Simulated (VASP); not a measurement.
Data:

```xyz
2
Lattice="0.0000 1.8206 1.8206 1.8206 0.0000 1.8206 1.8206 1.8206 0.0000" Properties=species:S:1:pos:R:3 pbc="T T T"
B      0.0000     0.0000     0.0000
N      0.9103     0.9103     0.9103
```

These are AM05 GGA, VASP's PBE PAW potentials (set 64) (plane waves; VASP) values and carry that method's errors. Numerical set-up: 520 eV cut-off, 12×12×12 Γ-centred mesh, Gaussian smearing of 0.050 eV, potentials B N.

Task: Give the stress tensor in GPa (positive for a compressed cell).

Result: 
```
-10.82    0.00    0.00
  0.00  -10.82    0.00
  0.00    0.00  -10.82
```
The pressure is its mean diagonal, -10.82 GPa.

The compound is BN in the zinc blende structure. This cell is one point of a volume scan, at 1.03 of the reference volume.
